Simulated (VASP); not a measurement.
Output of a VASP run:

**OSZICAR**
```
       N       E                     dE             d eps       ncg     rms          rms(c)
DAV:   1     0.131431287057E+03    0.13143E+03   -0.96082E+03  2880   0.185E+03
DAV:   2    -0.131014018187E+02   -0.14453E+03   -0.13774E+03  3032   0.413E+02
DAV:   3    -0.233482073781E+02   -0.10247E+02   -0.98365E+01  3760   0.102E+02
DAV:   4    -0.238654255014E+02   -0.51722E+00   -0.51626E+00  3724   0.219E+01
DAV:   5    -0.238821793520E+02   -0.16754E-01   -0.16752E-01  3888   0.339E+00    0.211E+01
DAV:   6    -0.189548927799E+02    0.49273E+01   -0.28139E+01  3356   0.713E+01    0.665E+00
DAV:   7    -0.185481524627E+02    0.40674E+00   -0.34242E+00  3228   0.255E+01    0.575E+00
DAV:   8    -0.185360331539E+02    0.12119E-01   -0.18362E-01  3120   0.636E+00    0.194E+00
DAV:   9    -0.185464311571E+02   -0.10398E-01   -0.47060E-02  3708   0.216E+00    0.864E-01
DAV:  10    -0.185437849800E+02    0.26462E-02   -0.13171E-02  3556   0.184E+00    0.307E-01
DAV:  11    -0.185435704478E+02    0.21453E-03   -0.10556E-03  3320   0.367E-01    0.402E-02
DAV:  12    -0.185435394917E+02    0.30956E-04   -0.73186E-05  3088   0.135E-01    0.176E-02
DAV:  13    -0.185435301170E+02    0.93746E-05   -0.20077E-05  3268   0.776E-02    0.386E-03
DAV:  14    -0.185435301510E+02   -0.33957E-07   -0.54160E-07  1840   0.967E-03
   1 F= -.15091110E+02 E0= -.15091095E+02  d E =-.150911E+02
```

**OUTCAR**
```
------------------------ aborting loop because EDIFF is reached ----------------------------------------
  FORCE on cell =-STRESS in cart. coord.  units (eV):
  Direction    XX          YY          ZZ          XY          YZ          ZX
  --------------------------------------------------------------------------------------
  Total        3.4280028      3.4280028      3.4280028     -0.0000000      0.0000000     -0.0000000
  in kB      297.8782748    297.8782748    297.8782748     -0.0000000      0.0000000     -0.0000000
  external PRESSURE =      -2.1217252 kB  Pullay stress =     300.0000000 kB
  volume of cell :       18.44
      direct lattice vectors                 reciprocal lattice vectors
     0.000000000  2.096819157  2.096819157    -0.238456425  0.238456425  0.238456425
     2.096819157  0.000000000  2.096819157     0.238456425 -0.238456425  0.238456425
     2.096819157  2.096819157  0.000000000     0.238456425  0.238456425 -0.238456425
 POSITION                                       TOTAL-FORCE (eV/Angst)
 -----------------------------------------------------------------------------------
      0.00000      0.00000      0.00000         0.000000      0.000000      0.000000
      2.09682      2.09682      2.09682        -0.000000     -0.000000     -0.000000
 -----------------------------------------------------------------------------------
    total drift:                                0.000000     -0.000000     -0.000000
  FREE ENERGIE OF THE ION-ELECTRON SYSTEM (eV)
  ---------------------------------------------------
  free  energy   TOTEN  =       -18.5435301510 eV

  energy  without entropy=      -18.5434831562  energy(sigma->0) =      -18.54351449
  enthalpy is  TOTEN    =       -15.0911103784 eV   P V=        3.4524197726

 reached required accuracy - stopping structural energy minimisation
```
(Selected blocks of OUTCAR.)

### POSCAR
```
TiC
1
    0.0000000000     2.0968191569     2.0968191569
    2.0968191569    -0.0000000000     2.0968191569
    2.0968191569     2.0968191569    -0.0000000000
Ti C
1 1
Direct
  0.0000000000   0.0000000000   0.0000000000
  0.5000000000   0.5000000000   0.5000000000
```

### Question
Write an INCAR and KPOINTS that could have produced this output.

### Answer
One answer among several that fit: the input of the run itself, PBE GGA, plane waves, VASP's PBE PAW potentials (set 64).

INCAR:
```
NELM=100
ISIF=3
SYSTEM=TiC
GGA=PE
PREC=Accurate
NSW=40
ALGO=Normal   ! blocked Davidson
LCHARG=.FALSE.
SIGMA=0.1
ENCUT=620
LASPH=.TRUE.
PSTRESS=300
LREAL=.FALSE.   ! projection in real space or not
EDIFF=1E-6
EDIFFG=-0.02
LMAXMIX=4
LWAVE=.FALSE.
ISMEAR=1
IBRION=2   ! conjugate gradients
```

**KPOINTS**
```
Automatic mesh
0
Gamma
15 15 15
0 0 0
```

POTCAR, in this order: Ti_sv C (PBE.64 set). Program: vasp_std.

The compound is TiC in the rock salt structure. It was relaxed first under an external pressure of 30 GPa.
